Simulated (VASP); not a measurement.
Given:

```
Cd3SrO4
1.0
    4.89370     0.00000     0.00000
    0.00000     4.89370     0.00000
    0.00000     0.00000     4.89370
Sr O Cd
1 4 3
Cartesian
  0.00000   0.00000   0.00000
  2.44685   2.44685   2.44685
  0.00000   0.00000   2.44685
  0.00000   2.44685   0.00000
  2.44685   0.00000   0.00000
  2.44685   2.44685   0.00000
  2.44685   0.00000   2.44685
  0.00000   2.44685   2.44685
```

Computed with PBE GGA, VASP's PBE PAW potentials (set 64) (plane waves; VASP). Numerical set-up: 500 eV cut-off, Gaussian smearing of 0.050 eV, potentials Sr_sv O Cd.

Q: What does the run give for the band gap (along the path) with the smallest direct gap where there is one?

A: 
```yaml
band gap (along the path): none (metal, semimetal or under 0.01 eV)
```

The structure was generated: Cd3SrO4 was put into an ordered model structure (Pm-3m), which need not be its known phase. It was relaxed first.
